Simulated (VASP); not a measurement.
OSZICAR of a VASP run on AgCl (rock salt):

**OSZICAR**
```
       N       E                     dE             d eps       ncg     rms          rms(c)
DAV:   1     0.753314193285E+02    0.75331E+02   -0.75471E+03  1540   0.104E+03
DAV:   2    -0.284506706915E+02   -0.10378E+03   -0.99299E+02  1766   0.256E+02
DAV:   3    -0.336748381637E+02   -0.52242E+01   -0.51848E+01  1720   0.589E+01
DAV:   4    -0.337294833620E+02   -0.54645E-01   -0.54610E-01  1728   0.668E+00
DAV:   5    -0.337303348205E+02   -0.85146E-03   -0.85144E-03  1748   0.825E-01    0.687E+00
DAV:   6    -0.286029459495E+02    0.51274E+01   -0.45196E+00  1520   0.254E+01    0.687E+00
DAV:   7    -0.286709328225E+02   -0.67987E-01   -0.25123E-01  1570   0.651E+00    0.411E+00
DAV:   8    -0.286095877504E+02    0.61345E-01   -0.19051E-01  1524   0.485E+00    0.137E+00
DAV:   9    -0.286293599133E+02   -0.19772E-01   -0.55239E-02  1530   0.262E+00    0.432E-01
DAV:  10    -0.286594795317E+02   -0.30120E-01   -0.12019E-02  1532   0.129E+00    0.282E-01
DAV:  11    -0.286596210234E+02   -0.14149E-03   -0.36783E-03  1662   0.586E-01    0.106E-01
DAV:  12    -0.286600221254E+02   -0.40110E-03   -0.34030E-04  1568   0.186E-01    0.946E-02
DAV:  13    -0.286599992639E+02    0.22861E-04   -0.49675E-04  1550   0.303E-01    0.336E-02
DAV:  14    -0.286600107136E+02   -0.11450E-04   -0.33539E-05  1618   0.631E-02    0.406E-02
DAV:  15    -0.286600240801E+02   -0.13367E-04   -0.16949E-05  1556   0.564E-02    0.185E-02
DAV:  16    -0.286600276304E+02   -0.35503E-05   -0.67148E-06  1568   0.294E-02    0.593E-03
DAV:  17    -0.286600285731E+02   -0.94269E-06   -0.22696E-06  1530   0.169E-02
   1 F= -.28660029E+02 E0= -.28660029E+02  d E =-.918067E-19  mag=     0.0000    -0.0000    -0.0000
       N       E                     dE             ncg
       N       E                     dE             ncg
```

**Question.** Which electronic solver shows in the log?

**Answer.** It is blocked Davidson (ALGO = Normal, or the opening steps of other solvers). The INCAR had ALGO = Normal.

**Question.** How was spin treated?

**Answer.** With non-collinear spinors: mag has three components.

**Question.** Can the final energy be trusted as converged?

**Answer.** The calculation finished and met its thresholds. It stopped with EDIFF = 1E-6, NELM = 100 (r2SCAN meta-GGA with spin-orbit coupling, plane waves, VASP's PBE PAW potentials (set 64)).

The compound is AgCl in the rock salt structure. It was relaxed first.
